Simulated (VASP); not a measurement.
VASP ran on this input.

**INCAR**
```
SYSTEM = Be
PREC = Accurate
ENCUT = 520
EDIFF = 1E-6
NELM = 100
ALGO = Normal
LREAL = .FALSE.
LASPH = .TRUE.
ISMEAR = 1
SIGMA = 0.1
GGA = 91
LWAVE = .FALSE.
LCHARG = .FALSE.
IBRION = 2
ISIF = 3
NSW = 60
EDIFFG = -0.01
```

POSCAR:
```
Be
1
    1.1450000000    -1.9831980000     0.0000000000
    1.1450000000     1.9831980000     0.0000000000
    0.0000000000     0.0000000000     3.5800000000
Be
2
Direct
  0.3333330000   0.6666670000   0.2500000000
  0.6666670000   0.3333330000   0.7500000000
```

File KPOINTS:
```
Regular mesh
0
gamma
 16 16 9
```

POTCAR, in this order: Be (PBE.64 set). Program: vasp_std.

Task: Translate this PW91 calculation to Quantum ESPRESSO's pw.x.

Result: One equivalent input (not run):
```
&CONTROL
  calculation = 'vc-relax'
  pseudo_dir = './pseudo'
  outdir = './out'
  tprnfor = .true.
  tstress = .true.
  nstep = 60
  forc_conv_thr = 0.00039
/
&SYSTEM
  ibrav = 0
  nat = 2
  ntyp = 1
  ecutwfc = 88
  occupations = 'smearing'
  smearing = 'methfessel-paxton'
  degauss = 0.00735
  input_dft = 'pw91'
/
&ELECTRONS
  conv_thr = 7.3e-08
  electron_maxstep = 100
/
&IONS
/
&CELL
/
ATOMIC_SPECIES
  Be 9.012 Be.upf
CELL_PARAMETERS angstrom
     1.1450000   -1.9831980    0.0000000
     1.1450000    1.9831980    0.0000000
     0.0000000    0.0000000    3.5800000
ATOMIC_POSITIONS crystal
  Be   0.3333330  0.6666670  0.2500000
  Be   0.6666670  0.3333330  0.7500000
K_POINTS automatic
  16 16 9 0 0 0
```
The two are equivalent in intent, not identical: the potentials are each code's own (VASP's PAW set, PseudoDojo norm-conserving files in pw.x), so ENCUT and ecutwfc are chosen apart and not converted; conv_thr bounds pw.x's estimated SCF error, while EDIFF bounds the energy change between steps; forc_conv_thr acts on force components and is met together with etot_conv_thr.

The compound is Be in the hcp structure. This run relaxes it. Symmetry was kept, so distortions that lower it aren't found.
